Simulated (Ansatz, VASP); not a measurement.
# SiO2 in two plane-wave programs, part 3 of 3

Aim: how closely do two programs agree when they are given the same cell, functional and k mesh? The cell is taken from a series of runs on this material, whose earlier steps may have relaxed, scaled, displaced or heated it; both programs get it as it stands.

VASP 6.6.1 and Ansatz 0.2.0.

So far: The structure; VASP: zone-centre phonons, LDA.

### Step 3. Ansatz: zone-centre phonons, LDA

Level of this step: Ansatz beside VASP: Kohn-Sham DFT, plane waves, LDA (Ansatz).

Ansatz runs on its PAW soft_1 files.

The same cell, functional (in two slightly different forms) and mesh now go to Ansatz, which takes its cutoff from its data sets.

Contents of input.yaml:

```yaml
crystal:
  lattice:
    - [4.0895990294, 0.0, 0.0]
    - [0.0, 4.0895990294, 0.0]
    - [0.0, 0.0, 2.6371532597]
  atoms:
    - { symbol: O, position: [0.6958257099, 0.6958257099, 0.0] }
    - { symbol: O, position: [0.1958257099, 0.8041742901, 0.5] }
    - { symbol: O, position: [0.3041742901, 0.3041742901, 0.0] }
    - { symbol: O, position: [0.8041742901, 0.1958257099, 0.5] }
    - { symbol: Si, position: [0.5, 0.5, 0.5] }
    - { symbol: Si, position: [0.0, 0.0, 0.0] }
kpoints:
  mp_grid: { grid: [8, 8, 8] }
hamiltonian:
  xc: lda
  pseudopotentials: { kind: paw, azcp: { folder: soft_1 }, xc_functional: pbe }
scf:
  occupations: { method: fixed }
output:
  eigenvalues: true
phonons:
  method: dfpt
  dielectric: true
  rigid_motions: translations
```

Started as:

```
$ ansatz run input.yaml --threads 4 --pin off --max-ram 16384MiB --backend cpu --events-out ev --progress --plain --runs-dir out
```

Numbers of over 12 decimals in the logs are rounded to 6 here.

The log of the run:

```text
Engine: ansatz 0.2.0, x86_64-unknown-linux-gnu
Pseudopotentials: kind: paw
Pseudopotential: O, paw, valence charge 6, recommended cutoff 420 eV (normal), soft_1/O.paw.azcp
Pseudopotential: Si, paw, valence charge 4, recommended cutoff 420 eV (normal), soft_1/Si.paw.azcp
Functional definition: SPW92
  exchange = slater_x
  correlation = pw_c
Crystal: 6 atoms, lattice volume = 44.106 Å³
Basis set: ecut = 420 eV, 873 PW (Γ), exchange–correlation on 60×60×36 points (8 copies of the dense FFT grid, shifted against one another)
Bands: 22, of which v1, the nominal top of the filled ones, is band 16 counted from 1 (15 counted from 0)
Symmetry: 16 space group operations
k-points: 260 of 512 (irreducible under 1 space group operation, time reversal used)
Non-local potential: O, projectors of the file, l = 0: 2, l = 1: 2, l = 2: 1
Non-local potential: Si, projectors of the file, l = 0: 2, l = 1: 2, l = 2: 1
PAW form: soft (Blöchl's): semilocal exchange-correlation on the pseudo side does not see the compensation charge
PAW frozen core: O, regenerated for the run's functional, and the local potential with it (the file was generated under x = pbe(κ = 0.804, μ = 0.219515), c = pbe(β = 0.066725))
PAW frozen core: Si, regenerated for the run's functional, and the local potential with it (the file was generated under x = pbe(κ = 0.804, μ = 0.219515), c = pbe(β = 0.066725))
PAW one-centre angular grid: O, 110 points (default); XC on 64 Gauss nodes
PAW one-centre angular grid: Si, 110 points (default); XC on 64 Gauss nodes
Initial density: superposition of atomic densities (chi_scale 0.1, normalization cell, long waves kept (reshape's long-wave potential 0.00 eV rms))
Initial wavefunctions: pseudopotential atomic-orbital guess
Functional: x = slater, c = lda
SCF iter   1: F=—  HF=-3447.612595 eV  |F-HF|=—  |Δ(HF+E_count)|=         —  Δρ=1.48e-1  dr2=7.50e0  ethr=3.10e-3  ⟨swp⟩=4.4  Hψ=25937  notcnv=0  defer=987
preconditioner: auto → none  [insulator: Δε(μ)=7.587 eV  Ē_g=20.250 eV  n_scr=10 (ndim 8)  ℏωp=31.6 eV  f_vac=0.000  ε∞_Penn≈3.4]
SCF iter   2: F=—  HF=-3445.530140 eV  |F-HF|=—  |Δ(HF+E_count)|=    2.08e0  Δρ=6.31e-2  dr2=6.34e-1  ethr=3.10e-3  ⟨swp⟩=3.0  Hψ=13704  notcnv=0  defer=991
SCF iter   3: F=—  HF=-3445.371626 eV  |F-HF|=—  |Δ(HF+E_count)|=   1.59e-1  Δρ=2.24e-2  dr2=7.85e-2  ethr=1.98e-3  ⟨swp⟩=2.3  Hψ=9849  notcnv=0  defer=1023
SCF iter   4: F=—  HF=-3445.373783 eV  |F-HF|=—  |Δ(HF+E_count)|=   2.16e-3  Δρ=1.87e-3  dr2=5.21e-4  ethr=2.45e-4  ⟨swp⟩=2.0  Hψ=6548  notcnv=0  defer=1040
SCF iter   5: F=—  HF=-3445.373987 eV  |F-HF|=—  |Δ(HF+E_count)|=   2.04e-4  Δρ=2.28e-4  dr2=9.77e-6  ethr=1.63e-6  ⟨swp⟩=2.0  Hψ=9304  notcnv=0  defer=1040
SCF iter   6: F=—  HF=-3445.373991 eV  |F-HF|=—  |Δ(HF+E_count)|=   3.73e-6  Δρ=3.00e-5  dr2=1.28e-7  ethr=3.05e-8  ⟨swp⟩=2.0  Hψ=9317  notcnv=0  defer=475
SCF iter   7: F=—  HF=-3445.373991 eV  |F-HF|=—  |Δ(HF+E_count)|=   1.77e-7  Δρ=5.35e-6  dr2=5.78e-9  ethr=4.01e-10  ⟨swp⟩=2.5  Hψ=9192  notcnv=0  defer=455
SCF iter   8: F=-3445.373991 eV  HF=-3445.373991 eV  |F-HF|=3.41e-11  |Δ(HF+E_count)|=   1.47e-9  Δρ=4.72e-7  dr2=5.75e-11  ethr=1.00e-12  ⟨swp⟩=12.1  Hψ=43041  notcnv=0
SCF 1 converged in 8 iterations: F = -3445.373991 eV  dr2 = 5.75e-11
  greatest PAW one-centre occupation: 0.856 electrons in one spin orbital (limit 2), on the O atom at site 3 (counted from 0), in its partial waves of l = 0
DFPT response loops at Γ: preconditioner auto → none (the input reference at scf.mixing.eps_inf says where Resta's filter doesn't serve); β = 0.50; Broyden in place of MSR1
── the response to a field inside a basis, on 8×8×8 k-points: an SCF that follows is theirs, and a resumed run solves both again ──
Bands: 17, of which v1, the nominal top of the filled ones, is band 16 counted from 1 (15 counted from 0)
k-points: 40 of 512
Initial density: handed on by an earlier stage of this run
Initial wavefunctions: pseudopotential atomic-orbital guess (no wavefunctions were taken with the density)
Eigensolver: Dense (40 Hₖ)
SCF iter   1: F=—  HF=-3445.375389 eV  |F-HF|=—  |Δ(HF+E_count)|=         —  Δρ=7.43e-4  dr2=3.79e-5  ethr=1.00e-1
preconditioner: auto → none  [insulator: Δε(μ)=6.910 eV  Ē_g=17.125 eV  n_scr=10 (ndim 8)  ℏωp=31.6 eV  f_vac=0.000  ε∞_Penn≈4.4]
SCF iter   2: F=—  HF=-3445.375378 eV  |F-HF|=—  |Δ(HF+E_count)|=   1.14e-5  Δρ=3.15e-4  dr2=8.87e-6  ethr=1.18e-7
SCF iter   3: F=—  HF=-3445.375377 eV  |F-HF|=—  |Δ(HF+E_count)|=   1.14e-6  Δρ=1.17e-4  dr2=1.82e-6  ethr=2.77e-8
SCF iter   4: F=-3445.375376 eV  HF=-3445.375376 eV  |F-HF|=6.23e-11  |Δ(HF+E_count)|=   6.14e-7  Δρ=8.07e-6  dr2=8.24e-9  ethr=5.68e-9
SCF 1 converged in 4 iterations: F = -3445.375376 eV  dr2 = 8.24e-9
DFPT response loops at Γ: mixed as the last ones told, above
SCF converged after 8 iterations
Free energy (F): -3445.373991 eV
Harris-Foulkes:  -3445.373991 eV  (|F-HF|=3.41e-11)
Internal energy: -3445.373991 eV  (E = F + TS)
E sigma→0 (E₀):  -3445.373991 eV
Fermi energy:    11.176405 eV
--- Per-component energies (eV) ---
  E_band       = 77.560773
  E_kinetic    = 791.628848
  E_local      = -1165.005523  (includes V_loc(G=0)·N_el)
  E_nonlocal   = 262.408841
  E_hartree    = 424.044491
  E_xc         = -402.227434
  E_vxc        = -469.920889  (∫ρ·V_xc dr)
  E_paw        = -1583.159838  (= ΣΔE_a)
  E_vpaw       = -189.643043  (= ΣTr[D̂ρ^β])
  E_aug_tail   = 0.003310  (compensation charges beyond the density's cutoff)
  E_ewald      = -1773.623033
  E_core_change = 0.556347  (= ΣΔE_core)
  E_smearing   = -0.000000  (= −TS)
  E_closure    = -0.000000  (closes the sum)
  Σ components = -3445.373991   (vs F -3445.373991, Δ=0.00e0)
--- Band table (eV; the first three rows and the last of 260) ---
  k-point 0: bands = [... 12 lower, 8.6147, 10.2306, 10.2306, 11.1764, 17.6761, 17.7199, 19.7823, 19.7823, ... 2 higher]
  k-point 1: bands = [... 12 lower, 7.9302, 10.0607, 10.0607, 10.9503, 18.3557, 18.8889, 20.7047, 20.7047, ... 2 higher]
  k-point 2: bands = [... 12 lower, 6.7119, 9.5334, 9.5334, 10.2439, 19.3174, 21.2527, 21.4365, 22.6765, ... 2 higher]
  k-point 259: bands = [... 12 lower, 9.3564, 9.3564, 9.4656, 9.4656, 18.8064, 18.8064, 22.4375, 22.4375, ... 2 higher]
--- Phonons (Γ-DFPT): 4 representative perturbations + reference, on 260 of 512 k-points (Σ response iterations 12) ---
  k mesh reduced under 1 symmetry operation, with k and −k counted as one. Each operation leaves every solved perturbation unchanged. A smaller set is not considered because the run solves the response to a homogeneous field
  ASR residual: 2.712e-4 → 0.000e0 eV/Å²; symmetrization residual: 1.280e-6 eV/Å²
  ASR residual per site (eV/Å²): 2.71e-4 2.71e-4 2.71e-4 2.71e-4 4.34e-5 4.34e-5
  Γ frequencies (cm⁻¹): 0.00 0.00 0.00 200.88 395.12 484.26 484.26 612.43 612.48 612.48 652.48 652.48 690.71 797.08 799.61 858.49 858.49 1000.93
  ε∞ (high-frequency dielectric tensor):
        3.328995     0.000000     0.000000
        0.000000     3.328995     0.000000
        0.000000     0.000000     3.508726
  ε⁰ (static dielectric tensor: ions relaxed, cell fixed):
        9.939114     0.000000     0.000000
        0.000000     9.939114     0.000000
        0.000000     0.000000     8.630154
  ε⁰ − ε∞ (ionic part):
        6.610119     0.000000     0.000000
        0.000000     6.610119     0.000000
        0.000000     0.000000     5.121428
  softest optical mode at Γ: 200.88 cm⁻¹; the repairs (sum rule, projections) moved no ω² at Γ by more than (2.43 cm⁻¹)²
  Born effective charges Z* (e; rows j = field, columns β = displacement):
    site 0:
        -1.89429   -0.55696    0.00000
        -0.55696   -1.89429    0.00000
         0.00000    0.00000   -2.02352
    site 1:
        -1.89429    0.55696    0.00000
         0.55696   -1.89429    0.00000
         0.00000    0.00000   -2.02352
    site 2:
        -1.89429   -0.55696    0.00000
        -0.55696   -1.89429    0.00000
         0.00000    0.00000   -2.02352
    site 3:
        -1.89429    0.55696    0.00000
         0.55696   -1.89429    0.00000
         0.00000    0.00000   -2.02352
    site 4:
         3.78859   -0.32539    0.00000
        -0.32539    3.78859    0.00000
         0.00000    0.00000    4.04704
    site 5:
[...]
Z* charge neutrality: 1.244e-3 e pre-enforcement
  solved inside a basis spanned on kpoints, on 8×8×8 k-points, its susceptibility summed on 8×8×12: ε∞ is read to err by 8.1e-3, Z* by 1.4e-2 e (field_mesh: kpoints solves on kpoints); Z* is corrected for what the basis lacks
  optical modes at Γ without the LO–TO term, one row a degenerate level:
      ω (cm⁻¹)  modes    IR ((D/Å)²/amu)
[...]
optical modes at Γ + LO–TO along q̂ = [1.0000, 0.0000, 0.0000]:
      ω (cm⁻¹)  modes    IR ((D/Å)²/amu)
[...]
optical modes at Γ + LO–TO along q̂ = [0.0000, 1.0000, 0.0000]:
      ω (cm⁻¹)  modes    IR ((D/Å)²/amu)
[...]
optical modes at Γ + LO–TO along q̂ = [0.0000, 0.0000, 1.0000]:
      ω (cm⁻¹)  modes    IR ((D/Å)²/amu)
[...]
612.43      1             0.0000
        612.48      2             0.0000
        652.48      2            14.5296
        797.08      1             0.0000
        799.61      1             0.0000
        858.49      2            32.0439
       1000.93      1             0.0000
       1083.25      1            50.5266
```

In the SCF lines HF is the Harris–Foulkes energy and dr2 the Hartree energy of the density residual, in eV; the loop may stop once dr2 is under the threshold and the program's other checks hold. Hψ counts applications of the Hamiltonian.

### Step 4. Differences

Known differences besides the potentials themselves: the two LDA forms differ slightly; fixed occupations in Ansatz, narrow Gaussian smearing in VASP; VASP's response is taken on the typed mesh, Ansatz refines its own for the field response alone; the cutoff is 420 eV in Ansatz and 600 eV in VASP; VASP's log shows a relativistic correction to its local exchange, Ansatz's none; VASP's log repeats an internal error in its field response. Total energies have different zeros and are not compared.

Both answers:

```csv
quantity,Ansatz,VASP,difference
ε∞ xx,3.33,3.31,+0.67 %
ε∞ yy,3.33,3.31,+0.67 %
ε∞ zz,3.51,3.48,+0.72 %
Born charge of O1 (mean of the diagonal) (e),-1.94,-1.92,-0.02
Born charge of Si5 (mean of the diagonal) (e),3.87,3.84,+0.04
optical mode 1 (cm⁻¹),200.9,200.6,+0.16 %
optical mode 2 (cm⁻¹),395.1,398.0,-0.73 %
optical mode 3 to 4 (cm⁻¹),484.3,487.1,-0.59 %
optical mode 5 (cm⁻¹),612.4,615.9,-0.57 %
optical mode 6 to 7 (cm⁻¹),612.5,618.5,-0.98 %
optical mode 8 to 9 (cm⁻¹),652.5,657.2,-0.71 %
optical mode 10 (cm⁻¹),690.7,698.5,-1.11 %
optical mode 11 (cm⁻¹),797.1,801.5,-0.56 %
optical mode 12 (cm⁻¹),799.6,807.7,-1.00 %
optical mode 13 to 14 (cm⁻¹),858.5,863.4,-0.57 %
optical mode 15 (cm⁻¹),1000.9,1005.2,-0.42 %
```

Modes are paired by rising frequency, not by their patterns, so a pair may set unlike modes beside each other; they are those without the splitting of longitudinal modes.

### Step 5. What came out

- r.m.s. difference of the optical zone-centre modes, each program's sorted by frequency (zone-centre phonons, LDA): 4.9 cm⁻¹
- difference in optical mode 10 (zone-centre phonons, LDA): -1.1 %

In words: The r.m.s. difference of the optical zone-centre modes, each program's sorted by frequency is 4.9 cm⁻¹ (zone-centre phonons, LDA). Among the rows given in per cent, the largest difference of the zone-centre phonons, LDA pair is in optical mode 10, -1.1 %. How closely two codes agree says nothing of how well the functional describes the real material.

[Lines on the potential files, build, host, timing and source positions are cut from VASP's logs without a mark.]

[Logs are printed without paths, hosts, clocks, repeated set-up lines and the standing remarks that a program may print on its own settings, such as how far it seeks lower states.]

[Hosts, paths, dates, database ids (printed as entryN), source tags and the programs' standing remarks are cut or masked in the printed files.]
